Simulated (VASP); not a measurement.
## GaSn: relaxation of cell and atoms with PBEsol

The system is GaSn.

```xyz
2
Lattice="0.0000 2.9029 3.0982 2.7293 0.0000 3.0982 2.7293 2.9029 0.0000" Properties=species:S:1:pos:R:3 pbc="T T T"
Ga    2.7293    2.9029    3.0982
Sn    0.0000    0.0000    0.0000
```

The cell was built by a generator and needn't be a form met in nature.

```
Program                : VASP 6.6.1
Task                   : relaxation of cell and atoms
Functional             : PBEsol
Potentials or basis    : VASP PAW PBE potentials, release 64 (Ga_d, Sn_d)
Cutoff                 : 600 eV
k mesh                 : 8 × 8 × 8
Occupations            : fermi-dirac, width 0.05 eV
Spin                   : no spin polarisation
Target pressure        : 2 GPa
Further INCAR settings : ALGO = Normal; EDIFF = 1e-07; IBRION = 2; EDIFFG = -0.005; NSW = 40; ISIF = 3
Target pressure        : 2 GPa
```

```
Relaxed volume                                         : 22.36 Å³/atom
Relaxed cell                                           : a = 3.984 Å, b = 3.984 Å, c = 3.984 Å, α = 60.00°, β = 60.00°, γ = 59.99°
Space group after relaxing (to 0.05 Å)                 : Fm-3m (No. 225)
Energy change on relaxing (the enthalpy is what falls) : -64.5 meV/atom
Ionic steps                                            : 11
Pressure after relaxing                                : 2.0 GPa
Band gap on the k mesh                                 : none (metal or under the smearing width)
```

Step by step:
| step | energy change (eV) | largest force (eV/Å) | pressure (GPa) | volume (Å³) |
| --- | --- | --- | --- | --- |
| 1 | 0.0000 | 0.0000 | -1.81 | 49.09 |
| 2 | -0.1069 | 0.0000 | 1.78 | 44.99 |
| 3 | -0.1025 | 0.0000 | 3.92 | 43.52 |
| 4 | -0.1053 | 0.0000 | 3.59 | 43.71 |
| 5 | -0.1279 | 0.0000 | 2.04 | 44.68 |
| 6 | -0.1261 | 0.0000 | 2.32 | 44.51 |
| 7 | -0.1264 | 0.0000 | 2.26 | 44.53 |
| 8 | -0.1294 | 0.0000 | 1.94 | 44.75 |
| 9 | -0.1292 | 0.0000 | 1.97 | 44.73 |
| 10 | -0.1293 | 0.0000 | 1.95 | 44.74 |
| 11 | -0.1290 | 0.0000 | 2.00 | 44.72 |

Final structure:
```
CELL_PARAMETERS angstrom
0.00000 2.81688 2.81769
2.81688 0.00000 2.81769
2.81688 2.81688 0.00000
ATOMIC_POSITIONS crystal
Ga 0.50000 0.50000 0.50000
Sn 0.00000 0.00000 0.00000
```

Levels at points of the mesh, in eV from the Fermi level:
```
           k point  band 12  band 13  band 14  band 15  band 16  band 17
(0.00, 0.00, 0.00)     1.34     1.34     1.35     2.17     7.04     7.34
(0.50, 0.00, 0.00)    -7.36     2.06     2.06     2.58     2.59     3.70
(0.50, 0.50, 0.00)    -4.85    -2.88    -1.70    -1.70     3.33    10.65
(0.50, 0.00, 0.50)    -4.85    -2.88    -1.70    -1.70     3.33    10.65
(0.00, 0.50, 0.50)    -4.85    -2.88    -1.70    -1.70     3.33    10.65
```

Run time: 6 min on 1 thread of Intel(R) Xeon(R) Platinum 8559C (Emerald Rapids) (shared host), peak memory 0.28 GiB.

Caveat: the cell is relaxed towards a set pressure, so the enthalpy falls and the energy may rise; the PAW data sets were made with another functional, which shifts forces and pressure a little.
